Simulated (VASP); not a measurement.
TePb:

```
CELL_PARAMETERS angstrom
0.00000 3.27090 3.27090
3.27090 0.00000 3.27090
3.27090 3.27090 0.00000
ATOMIC_POSITIONS crystal
Pb 0.00000 0.00000 0.00000
Te 0.50000 0.50000 0.50000
```

The cell is a database's computed one.

| Property | Result |
| --- | --- |
| Program | VASP 6.6.1 |
| Task | relaxation of cell and atoms |
| Functional | LDA |
| Potentials or basis | VASP PAW LDA potentials, release 64 (Pb_d, Te) |
| Cutoff | 300 eV |
| k mesh | 5 × 5 × 5 |
| Occupations | gaussian, width 0.02 eV |
| Spin | no spin polarisation |

At the start: pressure -3.3 GPa; volume 34.99 Å³/atom.

**Question.** Where does the relaxation end?

**Answer.** Over 3 steps the energy falls by 30.3 meV/atom and the volume is 32.28 Å³/atom (-7.8 %); space group Fm-3m (No. 225, to 0.05 Å).

The path:
```tsv
step	energy change (eV)	largest force (eV/Å)	pressure (GPa)	volume (Å³)
1	0.0000	0.0000	-3.33	69.99
2	-0.0534	0.0000	1.39	62.88
3	-0.0607	0.0000	-0.01	64.56
```

Final structure:
```
Pb Te
1.0
     0.00000    3.18410    3.18410
     3.18410    0.00000    3.18410
     3.18410    3.18410    0.00000
Pb Te
1 1
Cartesian
  0.0000 0.0000 0.0000
  3.1841 3.1841 3.1841
```
